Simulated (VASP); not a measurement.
These are PBE GGA + U (Dudarev), VASP's PBE PAW potentials (set 64) (plane waves; VASP 6.6.1) values and carry that method's errors.

The input files of a VASP run:

File KPOINTS:
```
K-points
0
Gamma
 12 12 12
0 0 0
```

**INCAR**
```
ENCUT=400
ALGO=Normal   # blocked Davidson
LDAU=.TRUE.
NELM=100   # most electronic steps
LASPH=.TRUE.   # aspherical one-centre terms
LWAVE=.FALSE.
LDAUL=2 -1
LMAXMIX=4   # l cut-off of mixed one-centre charges
LDAUU=2.0 0
LDAUJ=0 0
PREC=Accurate
ISMEAR=0   # Gaussian
GGA=PE   # PBE
LREAL=.FALSE.   # projection in real space or not
SIGMA=0.01   # width (eV)
LDAUTYPE=2   # Dudarev
EDIFF=1E-6
ISIF=2
LCHARG=.FALSE.
SYSTEM=TiO2
```

**POSCAR**
```
TiO2
1
   -1.8912700000     1.8912700000     4.8075100000
    1.8912700000    -1.8912700000     4.8075100000
    1.8912700000     1.8912700000    -4.8075100000
Ti O
2 4
Direct
  0.0000000000   0.0000000000   0.0000000000
  0.7500000000   0.2500000000   0.5000000000
  0.9571500000   0.4571500000   0.5000000000
  0.2071500000   0.2071500000   0.0000000000
  0.7928500000   0.7928500000   0.0000000000
  0.5428500000   0.0428500000   0.5000000000
```

POTCAR, in this order: Ti_sv O (PBE.64 set). Program: vasp_std.

The run wrote:

### OSZICAR
```
       N       E                     dE             d eps       ncg     rms          rms(c)
DAV:   1     0.623317766327E+03    0.62332E+03   -0.21646E+04  9136   0.167E+03
DAV:   2     0.103939868018E+02   -0.61292E+03   -0.59550E+03 11528   0.527E+02
DAV:   3    -0.650826336749E+02   -0.75477E+02   -0.74591E+02 13136   0.190E+02
DAV:   4    -0.690268680349E+02   -0.39442E+01   -0.39413E+01 12780   0.415E+01
DAV:   5    -0.691891171925E+02   -0.16225E+00   -0.16222E+00 12112   0.642E+00    0.324E+01
DAV:   6    -0.511656014087E+02    0.18024E+02   -0.11399E+02 11952   0.104E+02    0.110E+01
DAV:   7    -0.511302866549E+02    0.35315E-01   -0.12237E+01 12372   0.264E+01    0.726E+00
DAV:   8    -0.511868974635E+02   -0.56611E-01   -0.23368E+00 11460   0.145E+01    0.282E+00
DAV:   9    -0.511182882184E+02    0.68609E-01   -0.97704E-01 12152   0.921E+00    0.129E+00
DAV:  10    -0.511241204107E+02   -0.58322E-02   -0.15465E-01 11272   0.285E+00    0.416E-01
DAV:  11    -0.511214716484E+02    0.26488E-02   -0.23992E-02 11432   0.119E+00    0.602E-02
DAV:  12    -0.511215925169E+02   -0.12087E-03   -0.12070E-03 11584   0.344E-01    0.753E-02
DAV:  13    -0.511215558368E+02    0.36680E-04   -0.25688E-04 12368   0.140E-01    0.103E-02
DAV:  14    -0.511215606567E+02   -0.48199E-05   -0.33336E-05 13728   0.485E-02    0.147E-02
DAV:  15    -0.511215594840E+02    0.11726E-05   -0.10064E-05 12360   0.333E-02    0.272E-03
DAV:  16    -0.511215595760E+02   -0.91938E-07   -0.42464E-07  6232   0.556E-03
   1 F= -.51121560E+02 E0= -.51121560E+02  d E =-.983568E-32
```

OUTCAR:
```
------------------------ aborting loop because EDIFF is reached ----------------------------------------
  FORCE on cell =-STRESS in cart. coord.  units (eV):
  Direction    XX          YY          ZZ          XY          YZ          ZX
  --------------------------------------------------------------------------------------
  Total        0.8328819      0.8328819      0.3884242      0.0000000      0.0000000      0.0000000
  in kB       19.4002232     19.4002232      9.0475204      0.0000000      0.0000000      0.0000000
  external PRESSURE =      15.9493222 kB  Pullay stress =       0.0000000 kB
  volume of cell :       68.78
      direct lattice vectors                 reciprocal lattice vectors
    -1.891270000  1.891270000  4.807510000     0.000000000  0.264372617  0.104003944
     1.891270000 -1.891270000  4.807510000     0.264372617  0.000000000  0.104003944
     1.891270000  1.891270000 -4.807510000     0.264372617  0.264372617  0.000000000
 POSITION                                       TOTAL-FORCE (eV/Angst)
 -----------------------------------------------------------------------------------
      0.00000      0.00000      0.00000        -0.000000     -0.000000     -0.000000
      0.00000      1.89127      2.40375        -0.000000     -0.000000      0.000000
      0.00000      1.89127      4.39551        -0.000000      0.000000      0.112749
      0.00000      0.00000      1.99175         0.000000     -0.000000      0.112749
      0.00000      0.00000      7.62327         0.000000     -0.000000     -0.112749
      0.00000      1.89127      0.41200        -0.000000      0.000000     -0.112749
 -----------------------------------------------------------------------------------
    total drift:                               -0.000000      0.000000      0.000000
  FREE ENERGIE OF THE ION-ELECTRON SYSTEM (eV)
  ---------------------------------------------------
  free  energy   TOTEN  =       -51.1215595760 eV

  energy  without entropy=      -51.1215595760  energy(sigma->0) =      -51.12155958
```
(Selected blocks of OUTCAR.)

At this cut-off the stress carries a Pulay error, which pulls relaxed volumes low.

The structure comes from a computed database's TiO2 entry; how it stands against other phases isn't given here. The cell was not relaxed at this level. The run is one of a series of settings (LDAU = .TRUE., LDAUJ = 0 0, LDAUL = 2 -1, LDAUTYPE = 2, LDAUU = 2.0 0 against the base run), some of them coarse on purpose.
